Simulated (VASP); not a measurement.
OSZICAR of a VASP run on C (space group P6_3/mmc):

OSZICAR:
```
       N       E                     dE             d eps       ncg     rms          rms(c)
DAV:   1     0.312056353346E+02    0.31206E+02   -0.63647E+03 10680   0.408E+02
DAV:   2    -0.392606770835E+02   -0.70466E+02   -0.66656E+02 13176   0.122E+02
DAV:   3    -0.409787886034E+02   -0.17181E+01   -0.16975E+01 12720   0.151E+01
DAV:   4    -0.409843574189E+02   -0.55688E-02   -0.55682E-02 12392   0.980E-01
DAV:   5    -0.409843739768E+02   -0.16558E-04   -0.16558E-04 12444   0.525E-02    0.906E+00
DAV:   6    -0.391537101693E+02    0.18307E+01   -0.28894E-01 11664   0.308E+00    0.521E+00
DAV:   7    -0.385744562283E+02    0.57925E+00   -0.59075E-01 11896   0.369E+00    0.137E+00
DAV:   8    -0.385816675864E+02   -0.72114E-02   -0.50623E-02 11492   0.863E-01    0.499E-01
DAV:   9    -0.385775336616E+02    0.41339E-02   -0.13512E-03 11792   0.238E-01    0.615E-02
DAV:  10    -0.385777100981E+02   -0.17644E-03   -0.37366E-04 12492   0.699E-02    0.634E-02
DAV:  11    -0.385777265515E+02   -0.16453E-04   -0.22887E-05 11960   0.210E-02    0.101E-02
DAV:  12    -0.385777270387E+02   -0.48723E-06   -0.22212E-06 12868   0.583E-03    0.247E-03
DAV:  13    -0.385777275193E+02   -0.48060E-06   -0.37258E-07 11848   0.201E-03    0.294E-04
DAV:  14    -0.385777275349E+02   -0.15612E-07   -0.13825E-08 11172   0.437E-04
   1 F= -.38577728E+02 E0= -.38577700E+02  d E =-.560429E-04
 imaginary and real dielectric function
```

**Question.** Which electronic solver shows in the log?

**Answer.** It is blocked Davidson (ALGO = Normal, or the opening steps of other solvers). The INCAR had ALGO = Normal.

**Question.** Can the final energy be trusted as converged?

**Answer.** The calculation finished and met its thresholds. It stopped with EDIFF = 1E-7, NELM = 100 (PBEsol GGA, plane waves, VASP's PBE PAW potentials (set 64)). The dielectric response may not be converged in the k-mesh; for small gaps it tends to come out too large. Without a dispersion term in the relaxation, distances and binding between the weakly bound layers, chains or molecules are unreliable, and so is what depends on them.

The structure comes from a measured C entry (P6_3/mmc) of the Crystallography Open Database, whose conditions weren't checked. It was relaxed first.
